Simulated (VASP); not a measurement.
Here is the system:

```
CELL_PARAMETERS angstrom
      1.94154    -3.36285     0.00000
      1.94154     3.36285     0.00000
      0.00000     0.00000     5.94724
ATOMIC_POSITIONS crystal
  La 0.33333 0.66667 0.24384
  La 0.66667 0.33333 0.75616
  O  0.00000 0.00000 0.00000
  O  0.33333 0.66667 0.64642
  O  0.66667 0.33333 0.35358
```

Method: LDA (Ceperley-Alder, Perdew-Zunger), VASP's LDA PAW potentials (set 64) (plane waves; VASP). Numerical set-up: 520 eV cut-off, 7×7×4 Γ-centred mesh, tetrahedra with Blöchl corrections, potentials La O.

The cores are frozen, which limits the accuracy of field gradients.

Question: Give the principal components of the electric field gradient (V/Å²) and the asymmetry η at each nucleus.

Answer: 
```csv
atom,Vxx,Vyy,Vzz,η
La1,-63.3,-63.3,126.6,0.00
La2,-63.3,-63.3,126.6,0.00
O3,3.8,3.8,-7.7,0.00
O4,-5.1,-5.1,10.3,0.00
O5,-5.1,-5.1,10.3,0.00
```

The compound is La2O3 in the a-type structure. It was relaxed first, which changed the volume by -6 %.
